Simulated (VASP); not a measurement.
Mg3CdSe2O2:

```
Mg Cd Se O
1.0
     2.25019   -4.84388    0.00000
     2.25019    4.84388    0.00000
     0.00000    0.00000    7.69619
Mg Cd Se O
3 1 2 2
Direct
  0.00000 0.00000 0.25308
  0.00000 0.00000 0.74692
  0.50000 0.50000 0.00000
  0.50000 0.50000 0.50000
  0.87460 0.12540 0.00000
  0.12540 0.87460 0.00000
  0.67004 0.32996 0.50000
  0.32996 0.67004 0.50000
```

The cell was built by a generator and needn't be a form met in nature.

* Program: VASP 6.6.1
* Task: relaxation of cell and atoms
* Functional: PBE
* Potentials or basis: VASP PAW PBE potentials, release 64 (Mg, Cd, Se, O)
* Cutoff: 520 eV
* k mesh: 4 × 4 × 2
* Occupations: gaussian, width 0.15 eV
* Spin: no spin polarisation

At the start: pressure 27.4 GPa; volume 20.97 Å³/atom.

Problem. Where does the relaxation end?

Solution. Over 18 steps the energy falls by 840.6 meV/atom and the volume is 22.66 Å³/atom (+8.1 %); space group Cmmm (No. 65, to 0.05 Å).

The path:
```tsv
step	energy change (eV)	largest force (eV/Å)	pressure (GPa)	volume (Å³)
1	0.0000	14.4911	27.35	167.77
2	128.0066	1.9761	0.49	263.37
3	26.6095	2.6482	-1.70	251.03
4	5.4031	1.8087	1.17	249.24
5	-5.3159	0.8418	-5.24	206.88
6	-5.9291	2.0558	0.54	186.93
7	-5.9353	1.7114	-0.51	189.43
8	-5.9373	1.8338	-0.16	188.53
9	-6.3174	0.9924	-1.20	188.97
10	-6.4357	0.7708	-1.68	189.46
11	-6.5273	0.5811	0.88	182.64
12	-6.5352	0.3387	0.18	184.02
13	-6.6458	0.1802	0.30	182.13
14	-6.7133	0.2290	0.77	179.24
15	-6.7137	0.2613	0.82	178.94
16	-6.7107	0.4285	-0.75	182.57
17	-6.7226	0.1225	0.08	180.59
18	-6.7249	0.0386	-0.03	181.30
```

Final structure:
```cif
data_structure
_symmetry_space_group_name_H-M 'P 1'
_symmetry_Int_Tables_number 1
_cell_length_a 5.7665
_cell_length_b 5.7665
_cell_length_c 7.2687
_cell_angle_alpha 90.000
_cell_angle_beta 90.000
_cell_angle_gamma 131.401
_cell_volume 181.30
loop_
_atom_site_label
_atom_site_type_symbol
_atom_site_fract_x
_atom_site_fract_y
_atom_site_fract_z
_atom_site_occupancy
Mg1 Mg 0.00000 0.00000 0.28338 1
Mg2 Mg 0.00000 0.00000 0.71662 1
Mg3 Mg 0.50000 0.50000 0.00000 1
Cd1 Cd 0.50000 0.50000 0.50000 1
Se1 Se 0.84433 0.15567 0.00000 1
Se2 Se 0.15567 0.84433 0.00000 1
O1 O 0.68640 0.31360 0.50000 1
O2 O 0.31360 0.68640 0.50000 1
```

Caveat: the k mesh is coarse (spacing up to 0.41 Å⁻¹), so the values aren't converged.
